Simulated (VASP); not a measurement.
Here is the system:

```
Li2S
1.0
    0.00000     2.41429     2.41429
    2.41429     0.00000     2.41429
    2.41429     2.41429     0.00000
Li S
2 1
Direct
  0.25000   0.25000   0.25000
  0.75000   0.75000   0.75000
  0.00000   0.00000   0.00000
```

Calculation: LDA (Ceperley-Alder, Perdew-Zunger), VASP's LDA PAW potentials (set 64) (plane waves; VASP). Numerical set-up: 620 eV cut-off, 8×8×8 Γ-centred mesh, Gaussian smearing of 0.050 eV, potentials Li_sv S.

### Question
Estimate the energy per atom (σ→0), pressure, band gap (on the k-mesh) with the smallest direct gap where there is one.

### Answer

```yaml
band gap (on the k-mesh): 2.39 eV
smallest direct gap (on the k-mesh): 5.27 eV
energy per atom (σ→0): -370.3 kJ/mol of atoms
pressure: 45.04 GPa
```

Total energies compare only between runs with the same potentials, cut-off and functional.

The compound is Li2S in the antifluorite structure. It was relaxed first under an external pressure of 45 GPa.
